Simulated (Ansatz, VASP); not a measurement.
# SnTe: VASP beside Ansatz, part 2 of 2

Aim: how closely do two programs agree when they are given the same cell, functional and k mesh? The cell is taken from a series of runs on this material, whose earlier steps may have relaxed, scaled, displaced or heated it; both programs get it as it stands.

VASP 6.6.1 and Ansatz 0.2.0.

So far: Starting point; VASP: zone-centre phonons, PBEsol.

## Step 3: Ansatz: zone-centre phonons, PBEsol

Level of this step: Ansatz beside VASP: Kohn-Sham DFT, plane waves, PBEsol (Ansatz).

Ansatz runs on its PAW soft_1 files.

The same cell, functional, mesh and smearing now go to Ansatz, which takes its cutoff from its data sets.

Input file input.yaml:

```yaml
crystal:
  lattice:
    - [0.0, 3.1419503497, 3.2384549821]
    - [3.1419503497, 0.0, 3.2384549821]
    - [3.1419503497, 3.1419503497, 0.0]
  atoms:
    - { symbol: Sn, position: [0.0, 0.0, 0.0] }
    - { symbol: Te, position: [0.5, 0.5, 0.5] }
kpoints:
  mp_grid: { grid: [12, 12, 12] }
hamiltonian:
  xc: pbesol
  pseudopotentials: { kind: paw, azcp: { folder: soft_1 }, xc_functional: pbe }
scf:
  occupations: { method: gaussian, width: 0.01 }
output:
  eigenvalues: true
phonons:
  method: dfpt
```

The run is started by

```bash
$ ansatz run input.yaml --threads 4 --pin off --max-ram 10240MiB --backend cpu --events-out ev --progress --plain --runs-dir out
```

Numbers of over 12 decimals in the logs are rounded to 6 here.

The log of the run:

```text
zone centre: on kpoints.mp_grid the ground state, and the responses unless they are solved on pairs of k-points, stand on 280 of the mesh's 1728 k-points, reduced under 8 symmetry operations, with k and −k counted as one. Each operation leaves every solved displacement unchanged or reverses it
Engine: ansatz 0.2.0, x86_64-unknown-linux-gnu
Pseudopotentials: kind: paw
Pseudopotential: Sn, paw, valence charge 14, recommended cutoff 420 eV (normal), soft_1/Sn.paw.azcp
Pseudopotential: Te, paw, valence charge 16, recommended cutoff 420 eV (normal), soft_1/Te.paw.azcp
Functional definition: PBEsol
  exchange = pbesol_x
  correlation = pbesol_c
Crystal: 2 atoms, lattice volume = 63.939 Å³
Basis set: ecut = 420 eV, 1267 PW (Γ), exchange–correlation on 64×64×64 points (8 copies of the dense FFT grid, shifted against one another)
Bands: 19, of which v1, the nominal top of the filled ones, is band 15 counted from 1 (14 counted from 0)
Symmetry: 16 space group operations
k-points: 280 of 1728 (irreducible under 8 space group operations)
Non-local potential: Sn, projectors of the file, l = 0: 2, l = 1: 2, l = 2: 2, l = 3: 1
Non-local potential: Te, projectors of the file, l = 0: 2, l = 1: 2, l = 2: 2, l = 3: 1
PAW form: soft (Blöchl's): semilocal exchange-correlation on the pseudo side does not see the compensation charge
PAW frozen core: Sn, regenerated for the run's functional, and the local potential with it (the file was generated under x = pbe(κ = 0.804, μ = 0.219515), c = pbe(β = 0.066725))
PAW frozen core: Te, regenerated for the run's functional, and the local potential with it (the file was generated under x = pbe(κ = 0.804, μ = 0.219515), c = pbe(β = 0.066725))
PAW one-centre angular grid: Sn, 590 points (default); XC on 64 Gauss nodes
PAW one-centre angular grid: Te, 590 points (default); XC on 64 Gauss nodes
Initial density: superposition of atomic densities (chi_scale 0.1, normalization cell, long waves kept (reshape's long-wave potential 0.00 eV rms))
Initial wavefunctions: pseudopotential atomic-orbital guess
Functional: x = pbesol(κ = 0.804, μ = 0.123457), c = pbesol(β = 0.046)
SCF iter   1: F=—  HF=-12851.995082 eV  |F-HF|=—  |Δ(HF+E_count)|=         —  Δρ=1.08e-2  dr2=8.02e-2  ethr=3.10e-3  ⟨swp⟩=7.7  Hψ=30956  notcnv=0
preconditioner: auto → none  [insulator: Δε(μ)=0.126 eV  Ē_g=8.576 eV  σ=0.010 eV  W_gap=1.00  n_scr=14 (ndim 8)  ℏωp=14.7 eV  f_vac=0.000  D(μ)=0.00/eV (n_scr^D=0)  ε∞_Penn≈3.9]
SCF iter   2: F=—  HF=-12851.987257 eV  |F-HF|=—  |Δ(HF+E_count)|=   7.83e-3  Δρ=5.39e-3  dr2=2.07e-2  ethr=2.67e-4  ⟨swp⟩=2.0  Hψ=8698  notcnv=0
SCF iter   3: F=—  HF=-12851.986709 eV  |F-HF|=—  |Δ(HF+E_count)|=   5.47e-4  Δρ=3.79e-4  dr2=5.05e-5  ethr=6.92e-5  ⟨swp⟩=3.2  Hψ=8544  notcnv=0
SCF iter   4: F=—  HF=-12851.986732 eV  |F-HF|=—  |Δ(HF+E_count)|=   2.23e-5  Δρ=1.15e-4  dr2=3.65e-6  ethr=1.68e-7  ⟨swp⟩=2.0  Hψ=9904  notcnv=0
SCF iter   5: F=—  HF=-12851.986736 eV  |F-HF|=—  |Δ(HF+E_count)|=   4.43e-6  Δρ=1.60e-5  dr2=6.42e-8  ethr=1.22e-8  ⟨swp⟩=2.0  Hψ=9520  notcnv=0
SCF iter   6: F=—  HF=-12851.986736 eV  |F-HF|=—  |Δ(HF+E_count)|=   3.45e-7  Δρ=2.36e-6  dr2=3.08e-9  ethr=2.14e-10  ⟨swp⟩=2.0  Hψ=9520  notcnv=0
SCF iter   7: F=—  HF=-12851.986736 eV  |F-HF|=—  |Δ(HF+E_count)|=  1.87e-10  Δρ=4.04e-7  dr2=9.59e-11  ethr=1.03e-11  ⟨swp⟩=2.0  Hψ=8120  notcnv=0
SCF iter   8: F=—  HF=-12851.986736 eV  |F-HF|=—  |Δ(HF+E_count)|=  2.91e-11  Δρ=1.46e-7  dr2=1.27e-11  ethr=1.00e-12  ⟨swp⟩=7.8  Hψ=29420  notcnv=0
SCF iter   9: F=-12851.986736 eV  HF=-12851.986736 eV  |F-HF|=1.82e-12  |Δ(HF+E_count)|=  1.82e-12  Δρ=2.83e-8  dr2=3.87e-13  ethr=1.00e-12  ⟨swp⟩=6.0  Hψ=22902  notcnv=0
SCF 1 converged in 9 iterations: F = -12851.986736 eV  dr2 = 3.87e-13
  greatest PAW one-centre occupation: 0.998 electrons in one spin orbital (limit 2), on the Te atom at site 1 (counted from 0), in its partial waves of l = 2
DFPT response loops at Γ: preconditioner auto → Resta (q_TF=auto, 2.405 Å⁻¹)  ε∞=21.7 (no band partly filled); β = 1.00, the filter's whole step (`scf.mixing.beta` (0.50) is not read by the response loops at its default; to damp them type it under 1.00, their step now; it binds the ground state too); Broyden in place of MSR1
SCF converged after 9 iterations
Free energy (F): -12851.986736 eV
Harris-Foulkes:  -12851.986736 eV  (|F-HF|=1.82e-12)
Internal energy: -12851.986736 eV  (E = F + TS)
E sigma→0 (E₀):  -12851.986736 eV
Fermi energy:    9.218321 eV
--- Per-component energies (eV) ---
  E_band       = -364.458504
  E_kinetic    = 338.690746
  E_local      = -2719.279202  (includes V_loc(G=0)·N_el)
  E_nonlocal   = 215.432762
  E_hartree    = 1350.326347
  E_xc         = -246.069100
  E_vxc        = -181.933759  (∫ρ·V_xc dr)
  E_paw        = -8888.302976  (= ΣΔE_a)
  E_vpaw       = -718.022081  (= ΣTr[D̂ρ^β])
  E_aug_tail   = 0.000377  (compensation charges beyond the density's cutoff)
  E_ewald      = -2903.445339
  E_core_change = 0.659651  (= ΣΔE_core)
  E_smearing   = -0.000000  (= −TS)
  E_closure    = 0.000000  (closes the sum)
  Σ components = -12851.986736   (vs F -12851.986736, Δ=0.00e0)
--- Band table (eV; the first three rows and the last of 280) ---
  k-point 0: bands = [... 11 lower, 4.4248, 7.0414, 7.0414, 7.3592, 12.0466, 12.7507, 12.7507, 13.8597]
  k-point 1: bands = [... 11 lower, 4.1049, 7.0587, 7.1789, 7.4516, 11.7496, 12.4020, 12.4111, 13.9038]
  k-point 2: bands = [... 11 lower, 3.3882, 7.1126, 7.2604, 7.8289, 11.1244, 11.6836, 11.7157, 13.9580]
  k-point 279: bands = [... 11 lower, 2.8823, 3.8202, 5.6284, 5.6284, 11.4667, 14.1177, 14.1177, 15.1140]
--- Phonons (Γ-DFPT): 4 representative perturbations + reference, on 280 of 1728 k-points (Σ response iterations 12) ---
  k mesh reduced under 8 symmetry operations, with k and −k counted as one. Each operation leaves every solved displacement unchanged or reverses it
  ASR residual: 5.753e-5 → 0.000e0 eV/Å²; symmetrization residual: 9.031e-6 eV/Å²
  ASR residual per site (eV/Å²): 5.75e-5 2.17e-5
  Γ frequencies (cm⁻¹): -46.98 0.00 0.00 0.00 18.57 18.57
  non-analytic LO–TO correction: not included (Born effective charges unavailable; polar crystals: no LO–TO splitting at Γ)
```

In the SCF lines HF is the Harris–Foulkes energy and dr2 the Hartree energy of the density residual, in eV; the loop may stop once dr2 is under the threshold and the program's other checks hold. Hψ counts applications of the Hamiltonian.

## Step 4: Comparison

Known differences besides the potentials themselves: the data sets hold 30 valence electrons in Ansatz (on its PAW soft_1 files) and 20 in VASP; the cutoff is 420 eV in Ansatz and 500 eV in VASP; Ansatz makes its cores anew for this functional, VASP keeps those of its PBE data sets. Total energies have different zeros and are not compared.

Compared:

| quantity | Ansatz | VASP | difference |
| --- | --- | --- | --- |
| optical mode 1 (imaginary, printed as negative) (cm⁻¹) | -47.0 | -45.5 | -1.5 |
| optical mode 2 to 3 (cm⁻¹) | 18.6 | 23.1 | -4.5 |

Modes are paired by rising frequency, not by their patterns, so a pair may set unlike modes beside each other; they are those without the splitting of longitudinal modes.

## Step 5: What came out

| Property | Result |
| --- | --- |
| r.m.s. difference of the optical zone-centre modes, each program's sorted by frequency (zone-centre phonons, PBEsol) | 3.8 cm⁻¹ |

What this shows: The r.m.s. difference of the optical zone-centre modes, each program's sorted by frequency is 3.8 cm⁻¹ (zone-centre phonons, PBEsol). The data sets hold unlike numbers of valence electrons (30 in Ansatz and 20 in VASP), so part of the differences comes from the potentials. How closely two codes agree says nothing of how well the functional describes the real material.

[Lines on the potential files, build, host, timing and source positions are cut from VASP's logs without a mark.]

[Logs are printed without paths, hosts, clocks, repeated set-up lines and the standing remarks that a program may print on its own settings, such as how far it seeks lower states.]

[Hosts, paths, dates, database ids (printed as entryN), source tags and the programs' standing remarks are cut or masked in the printed files.]
